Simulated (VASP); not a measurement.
Write the native input for VASP 6.6.1 that does the following.

```yaml
Task: single point
Functional: HSE(alpha, omega)
Potentials_or_basis: VASP PAW PBE potentials, release 64 (Pt, F)
Cutoff: 520 eV
k_mesh: 4 × 4 × 4
Occupations: fermi-dirac, width 0.05 eV
Spin: no spin polarisation
Screening_parameter: 0.15
Grid_for_exact_exchange_PRECFOCK: Fast
Further_INCAR_settings: ALGO = Normal; EDIFF = 1e-07; NBANDS = 20
```

Crystal: Pt2F.

```
CELL_PARAMETERS angstrom
0.00000 2.85243 2.85243
2.85243 0.00000 2.85243
2.85243 2.85243 0.00000
ATOMIC_POSITIONS crystal
Pt 0.25000 0.25000 0.25000
Pt 0.75000 0.75000 0.75000
F 0.00000 0.00000 0.00000
```

The cell was built by a generator and needn't be a form met in nature.

The input as run:

POSCAR

```
Pt2F
1.0
    0.0000000000      2.8524300000      2.8524300000
    2.8524300000      0.0000000000      2.8524300000
    2.8524300000      2.8524300000      0.0000000000
Pt F
2 1
Direct
    0.2500000000      0.2500000000      0.2500000000
    0.7500000000      0.7500000000      0.7500000000
    0.0000000000      0.0000000000      0.0000000000
```

INCAR.step1

```
  PREC = Accurate
  ENCUT = 520
  EDIFF = 1E-5
  ISMEAR = -1
  SIGMA = 0.05
  LREAL = F
  LASPH = T
  NELM = 60
  ALGO = Normal
  ISIF = 2
  LWAVE = T
  LCHARG = F
  NBANDS = 20
  GGA = PE
```

INCAR.step2

```
  PREC = Accurate
  ENCUT = 520
  EDIFF = 1E-7
  ISMEAR = -1
  SIGMA = 0.05
  LREAL = F
  LASPH = T
  NELM = 60
  ALGO = Normal
  ISIF = 2
  LWAVE = F
  LCHARG = F
  GGA = PE
  LHFCALC = T
  HFSCREEN = 0.15
  AEXX = 0.25
  PRECFOCK = Fast
  NBANDS = 20
  ISTART = 1
```

KPOINTS

```
regular mesh
0
Gamma
  4 4 4
```

Potentials or basis: VASP PAW PBE potentials, release 64 (Pt, F).

Command:

```console
$ cat potpaw_PBE.64/Pt/POTCAR potpaw_PBE.64/F/POTCAR > POTCAR
$ cp INCAR.step1 INCAR
$ mpirun -np 1 vasp_std > vasp.out
$ cp INCAR.step2 INCAR
$ mpirun -np 1 vasp_std > vasp.out
```

It gave:

- Pressure: -3.1 GPa
- Band gap on the k mesh: none (metal or under the smearing width)

Caveat: the k mesh is coarse (spacing up to 0.48 Å⁻¹), so the values aren't converged, least of all with exact exchange; the PAW data sets were made with another functional, which shifts forces and pressure a little; an odd number of electrons without spin polarisation forces a metal; a magnetic or distorted state may lie lower.

Wall time 8.9 min on 1 thread of Intel(R) Xeon(R) Platinum 8488C (Sapphire Rapids), with other jobs on the host, peak memory 0.26 GiB.
